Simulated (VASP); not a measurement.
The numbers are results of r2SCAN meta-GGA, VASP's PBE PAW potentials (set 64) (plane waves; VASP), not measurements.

VASP ran on this input.

POSCAR:
```
GaP
1
   -0.0000000000     2.6422329127     2.6422329127
    2.6422329127     0.0000000000     2.6422329127
    2.6422329127     2.6422329127     0.0000000000
Ga P
1 1
Direct
  0.0000000000   0.0000000000   0.0000000000
  0.2500000000   0.2500000000   0.2500000000
```

### INCAR
```
ALGO = Normal
EDIFF = 1E-7
EDIFFG = -0.01
ENCUT = 480
IBRION = 2
ISIF = 3
ISMEAR = 0
LASPH = .TRUE.
LCHARG = .FALSE.
LMAXMIX = 4
LMIXTAU = .TRUE.
LREAL = .FALSE.
LWAVE = .FALSE.
METAGGA = R2SCAN
NELM = 100
NSW = 40
PREC = Accurate
PSTRESS = 100
SIGMA = 0.05
SYSTEM = GaP
```

**KPOINTS**
```
Automatic mesh
0
Gamma
8 8 8
0 0 0
```

POTCAR, in this order: Ga_d P (PBE.64 set). Program: vasp_std.

The run wrote:

OUTCAR:
```
 ion  position               nearest neighbor table
   1  0.000  0.000  0.000-   2 2.29   2 2.29   2 2.29   2 2.29
   2  0.250  0.250  0.250-   1 2.29   1 2.29   1 2.29   1 2.29
  LATTYP: Found a face centered cubic cell.
 ALAT       =     5.2844658254
 Subroutine PRICEL returns:
 Original cell was already a primitive cell.
 Subroutine GETGRP returns: Found 24 space group operations
The static configuration has the point symmetry T_d .
The dynamic configuration has the point symmetry T_d .
 Subroutine INISYM returns: Found 24 space group operations
 Subroutine IBZKPT returns following result:
 Found     29 irreducible k-points:

 Following reciprocal coordinates:
            Coordinates               Weight
  0.000000  0.000000  0.000000      1.000000
  0.125000  0.000000  0.000000      8.000000
  0.250000  0.000000  0.000000      8.000000
  0.375000  0.000000  0.000000      8.000000
  0.500000  0.000000  0.000000      4.000000
  0.125000  0.125000  0.000000      6.000000
  0.250000  0.125000  0.000000     24.000000
  0.375000  0.125000  0.000000     24.000000
  0.500000  0.125000  0.000000     24.000000
...
```

### OSZICAR
```
       N       E                     dE             d eps       ncg     rms          rms(c)
DAV:   1     0.659569682119E+02    0.65957E+02   -0.93386E+03   762   0.205E+03
DAV:   2    -0.178045291674E+02   -0.83761E+02   -0.80564E+02   839   0.333E+02
DAV:   3    -0.235311694989E+02   -0.57266E+01   -0.57005E+01   959   0.752E+01
DAV:   4    -0.236202830662E+02   -0.89114E-01   -0.89095E-01   900   0.101E+01
DAV:   5    -0.236222959201E+02   -0.20129E-02   -0.20128E-02   960   0.128E+00    0.538E+00
DAV:   6    -0.213130748154E+02    0.23092E+01   -0.68969E-01   977   0.205E+01    0.353E+00
DAV:   7    -0.215257740023E+02   -0.21270E+00   -0.53385E-01   939   0.830E+00    0.175E+00
DAV:   8    -0.213431099611E+02    0.18266E+00   -0.11050E-01   819   0.460E+00    0.128E+00
DAV:   9    -0.213691826213E+02   -0.26073E-01   -0.15394E-01   764   0.448E+00    0.349E-01
DAV:  10    -0.213455602104E+02    0.23622E-01   -0.15267E-01   764   0.447E+00    0.923E-02
DAV:  11    -0.213592386679E+02   -0.13678E-01   -0.12077E-02   779   0.107E+00    0.540E-02
DAV:  12    -0.213580791577E+02    0.11595E-02   -0.78699E-04   954   0.283E-01    0.697E-02
DAV:  13    -0.213593663561E+02   -0.12872E-02   -0.87846E-04   774   0.347E-01    0.238E-02
DAV:  14    -0.213594064468E+02   -0.40091E-04   -0.44384E-05   959   0.700E-02    0.268E-02
DAV:  15    -0.213594070474E+02   -0.60055E-06   -0.51628E-06   809   0.299E-02    0.259E-02
DAV:  16    -0.213594162544E+02   -0.92071E-05   -0.49719E-06   769   0.384E-02    0.336E-03
DAV:  17    -0.213594178236E+02   -0.15691E-05   -0.19647E-06   789   0.143E-02    0.357E-03
DAV:  18    -0.213594170314E+02    0.79217E-06   -0.17395E-07   626   0.787E-03    0.150E-03
DAV:  19    -0.213594175879E+02   -0.55653E-06   -0.17730E-07   565   0.575E-03    0.121E-03
DAV:  20    -0.213594177436E+02   -0.15569E-06   -0.79737E-08   517   0.369E-03    0.772E-04
DAV:  21    -0.213594178405E+02   -0.96878E-07   -0.12674E-08   377   0.140E-03
   1 F= -.19056743E+02 E0= -.19056743E+02  d E =-.190567E+02
```

### OUTCAR
```
------------------------ aborting loop because EDIFF is reached ----------------------------------------
  FORCE on cell =-STRESS in cart. coord.  units (eV):
  Direction    XX          YY          ZZ          XY          YZ          ZX
  --------------------------------------------------------------------------------------
  Total        2.2968296      2.2968296      2.2968296      0.0000000      0.0000000      0.0000000
  in kB       99.7461354     99.7461354     99.7461354      0.0000000      0.0000000      0.0000000
  external PRESSURE =      -0.2538646 kB  Pullay stress =     100.0000000 kB
  volume of cell :       36.89
      direct lattice vectors                 reciprocal lattice vectors
     0.000000000  2.642232913  2.642232913    -0.189233885  0.189233885  0.189233885
     2.642232913  0.000000000  2.642232913     0.189233885 -0.189233885  0.189233885
     2.642232913  2.642232913  0.000000000     0.189233885  0.189233885 -0.189233885
  FREE ENERGIE OF THE ION-ELECTRON SYSTEM (eV)
  ---------------------------------------------------
  free  energy   TOTEN  =       -21.3594178405 eV

  energy  without entropy=      -21.3594178405  energy(sigma->0) =      -21.35941784
  enthalpy is  TOTEN    =       -19.0567425150 eV   P V=        2.3026753255

 reached required accuracy - stopping structural energy minimisation
```
(Selected blocks of OUTCAR.)

The compound is GaP in the zinc blende structure. It was relaxed first under an external pressure of 10 GPa.
